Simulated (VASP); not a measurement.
Here is the system:

```
CELL_PARAMETERS angstrom
      1.63604     0.94457     6.52502
     -1.63604     0.94457     6.52502
      0.00000    -1.88913     6.52502
ATOMIC_POSITIONS crystal
  Mo 0.66681 0.66681 0.66681
  Se 0.41847 0.41847 0.41847
  Se 0.24839 0.24839 0.24839
```

These are PBEsol GGA, VASP's PBE PAW potentials (set 64) (plane waves; VASP 6.6.1) values and carry that method's errors. Settings: 400 eV cut-off, 9×9×9 Γ-centred mesh, tetrahedra with Blöchl corrections, potentials Mo_sv Se.

Without a dispersion term in the relaxation, distances and binding between the weakly bound layers, chains or molecules are unreliable, and so is what depends on them.

**Question.** Predict the energy per atom (σ→0).

**Answer.** 
| Item | Result |
|---|---|
| energy per atom (σ→0) | -7.208 eV/atom |

The structure comes from a computed database's MoSe2 entry (R3m); how it stands against other phases isn't given here. It was relaxed first, which changed the volume by -8 %.
